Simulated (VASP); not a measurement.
Computed with r2SCAN meta-GGA, VASP's PBE PAW potentials (set 64) (plane waves; VASP).

VASP ran on this input.

**INCAR**
```
SYSTEM = SiC
PREC = Accurate; ENCUT = 520; LREAL = .FALSE.
LASPH = .TRUE.
EDIFF = 1E-6; NELM = 100; ALGO = Normal
LMIXTAU = .TRUE.
ISMEAR = 0; SIGMA = 0.05
METAGGA = R2SCAN
IBRION = 2; NSW = 60; ISIF = 3
EDIFFG = -0.02
LWAVE = .FALSE.; LCHARG = .FALSE.
```

KPOINTS:
```
Automatic mesh
0
Gamma
8 8 2
0 0 0
```

POSCAR:
```
SiC
1
    1.5407966857    -2.6687377271     0.0000000000
    1.5407966857     2.6687377271    -0.0000000000
    0.0000000000     0.0000000000    15.1096833243
Si C
6 6
Direct
  0.0000000000   0.0000000000   0.9998725181
  0.0000000000   0.0000000000   0.4998725181
  0.6666670000   0.3333330000   0.8331255378
  0.3333330000   0.6666670000   0.3331255378
  0.6666670000   0.3333330000   0.1665458701
  0.3333330000   0.6666670000   0.6665458701
  0.0000000000   0.0000000000   0.8745303032
  0.0000000000   0.0000000000   0.3745303032
  0.6666670000   0.3333330000   0.7080338489
  0.3333330000   0.6666670000   0.2080338489
  0.6666670000   0.3333330000   0.0415919220
  0.3333330000   0.6666670000   0.5415919220
```

POTCAR, in this order: Si C (PBE.64 set). Program: vasp_std.

Output of the run:

File OSZICAR:
```
       N       E                     dE             d eps       ncg     rms          rms(c)
DAV:   1     0.121325491272E+03    0.12133E+03   -0.22767E+04  1240   0.142E+03
DAV:   2    -0.121283098815E+03   -0.24261E+03   -0.23169E+03  1674   0.242E+02
DAV:   3    -0.133710876459E+03   -0.12428E+02   -0.12350E+02  1520   0.556E+01
DAV:   4    -0.133933599706E+03   -0.22272E+00   -0.22217E+00  1521   0.829E+00
DAV:   5    -0.133939037638E+03   -0.54379E-02   -0.54360E-02  1514   0.124E+00    0.225E+01
DAV:   6    -0.122427521886E+03    0.11512E+02   -0.34784E+01  1422   0.246E+01    0.125E+01
DAV:   7    -0.116065486907E+03    0.63620E+01   -0.20215E+00  1656   0.798E+00    0.508E+00
DAV:   8    -0.121841522093E+03   -0.57760E+01   -0.16666E+00  1282   0.800E+00    0.355E+00
DAV:   9    -0.118628818987E+03    0.32127E+01   -0.52837E-01  1352   0.463E+00    0.155E+00
DAV:  10    -0.115794455331E+03    0.28344E+01   -0.37741E-01  1254   0.526E+00    0.907E-01
DAV:  11    -0.115021492314E+03    0.77296E+00   -0.18620E-01  1310   0.386E+00    0.356E-01
DAV:  12    -0.115972192463E+03   -0.95070E+00   -0.39861E-01  1310   0.428E+00    0.200E-01
DAV:  13    -0.115969915960E+03    0.22765E-02   -0.10198E-02  1593   0.580E-01    0.223E-01
DAV:  14    -0.115947269138E+03    0.22647E-01   -0.12182E-02  1408   0.836E-01    0.222E-01
DAV:  15    -0.115957187213E+03   -0.99181E-02   -0.11704E-02  1310   0.811E-01    0.149E-01
DAV:  16    -0.115960584806E+03   -0.33976E-02   -0.35844E-03  1478   0.445E-01    0.896E-02
DAV:  17    -0.115960498002E+03    0.86804E-04   -0.95751E-05  1506   0.737E-02    0.888E-02
DAV:  18    -0.115960574553E+03   -0.76550E-04   -0.29635E-05  1506   0.340E-02    0.818E-02
DAV:  19    -0.115960532254E+03    0.42299E-04   -0.10429E-04  1450   0.495E-02    0.543E-02
DAV:  20    -0.115960680510E+03   -0.14826E-03   -0.12976E-05  1531   0.246E-02    0.451E-02
DAV:  21    -0.115960630907E+03    0.49603E-04   -0.37129E-06  1226   0.156E-02    0.379E-02
DAV:  22    -0.115960647000E+03   -0.16093E-04   -0.50709E-06  1324   0.109E-02    0.268E-02
DAV:  23    -0.115960636470E+03    0.10530E-04   -0.46703E-07   767   0.440E-03    0.240E-02
DAV:  24    -0.115960656848E+03   -0.20378E-04   -0.16084E-06   767   0.718E-03    0.193E-02
DAV:  25    -0.115960642896E+03    0.13952E-04   -0.32384E-06  1017   0.871E-03    0.112E-02
DAV:  26    -0.115960659393E+03   -0.16498E-04   -0.12076E-06   753   0.726E-03    0.815E-03
DAV:  27    -0.115960663242E+03   -0.38482E-05   -0.68360E-07   725   0.449E-03    0.602E-03
DAV:  28    -0.115960667965E+03   -0.47230E-05   -0.32855E-07   725   0.308E-03    0.445E-03
DAV:  29    -0.115960666643E+03    0.13215E-05   -0.34977E-07   725   0.329E-03    0.239E-03
DAV:  30    -0.115960670308E+03   -0.36644E-05   -0.10848E-07   711   0.222E-03    0.158E-03
DAV:  31    -0.115960670801E+03   -0.49346E-06   -0.55093E-08   704   0.119E-03
   1 F= -.11596067E+03 E0= -.11596067E+03  d E =-.115961E+03
       N       E                     dE             d eps       ncg     rms          rms(c)
DAV:   1    -0.115960983551E+03   -0.31324E-03   -0.74200E-02  1436   0.163E+00    0.301E-01
DAV:   2    -0.115959257260E+03    0.17263E-02   -0.25740E-03  1492   0.281E-01    0.168E-01
DAV:   3    -0.115960122005E+03   -0.86475E-03   -0.16428E-03  1443   0.194E-01    0.336E-02
DAV:   4    -0.115959995303E+03    0.12670E-03   -0.19948E-04  1485   0.824E-02    0.227E-02
DAV:   5    -0.115960350536E+03   -0.35523E-03   -0.88566E-05  1366   0.646E-02    0.165E-02
DAV:   6    -0.115960493843E+03   -0.14331E-03   -0.22941E-05  1492   0.323E-02    0.134E-02
DAV:   7    -0.115960490646E+03    0.31974E-05   -0.21907E-05  1310   0.326E-02    0.111E-02
DAV:   8    -0.115960558008E+03   -0.67362E-04   -0.12415E-05  1310   0.260E-02    0.226E-03
DAV:   9    -0.115960552285E+03    0.57230E-05   -0.69622E-07   760   0.530E-03    0.206E-03
DAV:  10    -0.115960549672E+03    0.26128E-05   -0.14500E-07   704   0.248E-03    0.942E-04
DAV:  11    -0.115960553420E+03   -0.37484E-05   -0.23123E-07   683   0.355E-03    0.353E-04
DAV:  12    -0.115960553072E+03    0.34857E-06   -0.43184E-08   669   0.119E-03
   2 F= -.11596055E+03 E0= -.11596055E+03  d E =0.117729E-03
       N       E                     dE             d eps       ncg     rms          rms(c)
DAV:   1    -0.115961727124E+03   -0.11737E-02   -0.19695E-02  1429   0.836E-01    0.155E-01
DAV:   2    -0.115961232180E+03    0.49494E-03   -0.67586E-04  1499   0.144E-01    0.866E-02
DAV:   3    -0.115961590783E+03   -0.35860E-03   -0.45088E-04  1422   0.101E-01    0.175E-02
DAV:   4    -0.115961410614E+03    0.18017E-03   -0.55840E-05  1471   0.432E-02    0.118E-02
DAV:   5    -0.115961603344E+03   -0.19273E-03   -0.24209E-05  1359   0.336E-02    0.853E-03
DAV:   6    -0.115961539066E+03    0.64278E-04   -0.61312E-06  1464   0.165E-02    0.690E-03
DAV:   7    -0.115961616080E+03   -0.77015E-04   -0.58727E-06  1296   0.169E-02    0.601E-03
DAV:   8    -0.115961604513E+03    0.11567E-04   -0.33127E-06  1138   0.135E-02    0.111E-03
DAV:   9    -0.115961607292E+03   -0.27787E-05   -0.25724E-07   662   0.296E-03    0.105E-03
DAV:  10    -0.115961608029E+03   -0.73718E-06   -0.66355E-08   641   0.160E-03
   3 F= -.11596161E+03 E0= -.11596161E+03  d E =-.937228E-03
```

### OUTCAR
```
------------------------ aborting loop because EDIFF is reached ----------------------------------------
  FORCE on cell =-STRESS in cart. coord.  units (eV):
  Direction    XX          YY          ZZ          XY          YZ          ZX
  --------------------------------------------------------------------------------------
  Total       -0.0021377     -0.0021377      0.0321236      0.0000000      0.0000000     -0.0000000
  in kB       -0.0276483     -0.0276483      0.4154788      0.0000000      0.0000000     -0.0000000
  external PRESSURE =       0.1200608 kB  Pullay stress =       0.0000000 kB
  volume of cell :      123.88
      direct lattice vectors                 reciprocal lattice vectors
     1.538863697 -2.665389695  0.000000000     0.324915066 -0.187589830 -0.000000000
     1.538863697  2.665389695  0.000000000     0.324915066  0.187589830 -0.000000000
     0.000000000  0.000000000 15.100607995     0.000000000  0.000000000  0.066222499
  FREE ENERGIE OF THE ION-ELECTRON SYSTEM (eV)
  ---------------------------------------------------
  free  energy   TOTEN  =      -115.9616080289 eV

  energy  without entropy=     -115.9616080289  energy(sigma->0) =     -115.96160803

 reached required accuracy - stopping structural energy minimisation
```
(Selected blocks of OUTCAR.)

**CONTCAR**
```
SiC
   1.00000000000000
     1.5388636973610865   -2.6653896946547344    0.0000000000000000
     1.5388636973610865    2.6653896946547344    0.0000000000000000
     0.0000000000000000    0.0000000000000000   15.1006079950818801
  Si              C
     6     6
Direct
     0.0000000000000000    0.0000000000000000    0.9998556068393223
     0.0000000000000000    0.0000000000000000    0.4998556068393223
     0.6666669999999968    0.3333330000000032    0.8331119022862415
     0.3333330000000032    0.6666669999999968    0.3331119022862415
     0.6666669999999968    0.3333330000000032    0.1665800911588468
     0.3333330000000032    0.6666669999999968    0.6665800911588468
     0.0000000000000000    0.0000000000000000    0.8744945816196050
     0.0000000000000000    0.0000000000000000    0.3744945816196050
     0.6666669999999968    0.3333330000000032    0.7080549951521327
     0.3333330000000032    0.6666669999999968    0.2080549951521326
     0.6666669999999968    0.3333330000000032    0.0416028230438529
     0.3333330000000032    0.6666669999999968    0.5416028230438530
```

**OUTCAR**
```
 val. band max:        8.0546581638   @ k =   0.0000   0.0000   0.0000

 cond. band min:      10.4546537796   @ k =   0.5000  -0.0000   0.0000


 Fermi energy:         8.2827761158

 k-point     1 :       0.0000    0.0000    0.0000
  band No.  band energies     occupation
      1      -8.1969      2.00000
      2      -7.6580      2.00000
      3      -7.6167      2.00000
      4      -6.0792      2.00000
      5      -6.0486      2.00000
      6      -4.5626      2.00000
      7      -0.8277      2.00000
      8       1.5540      2.00000
      9       1.6001      2.00000
     10       5.5284      2.00000
     11       5.5590      2.00000
     12       6.8484      2.00000
     13       6.8484      2.00000
     14       7.0441      2.00000
     15       7.0441      2.00000
     16       7.1619      2.00000
     17       7.1619      2.00000
     18       7.6532      2.00000
     19       7.6532      2.00000
     20       7.7380      2.00000
     21       7.7380      2.00000
     22       8.0228      2.00000
     23       8.0547      2.00000
     24       8.0547      2.00000
     25      13.8179      0.00000
     26      13.9939      0.00000
     27      14.4053      0.00000
     28      14.9224      0.00000
     29      14.9829      0.00000
     30      15.3369      0.00000
     31      15.5065      0.00000

 k-point     2 :       0.1250   -0.0000    0.0000
  band No.  band energies     occupation
      1      -7.9159      2.00000
      2      -7.3817      2.00000
      3      -7.3394      2.00000
      4      -5.8184      2.00000
      5      -5.7875      2.00000
      6      -4.3308      2.00000
      7      -0.5714      2.00000
      8       1.7253      2.00000
      9       1.7711      2.00000
     10       5.2638      2.00000
     11       5.3441      2.00000
     12       5.4591      2.00000
     13       5.8757      2.00000
     14       5.9537      2.00000
     15       6.3529      2.00000
     16       6.6453      2.00000
     17       6.7179      2.00000
...
```

The compound is SiC in the 6h structure. This run relaxes it. Symmetry was kept, so distortions that lower it aren't found. The start is the result of an earlier pass.
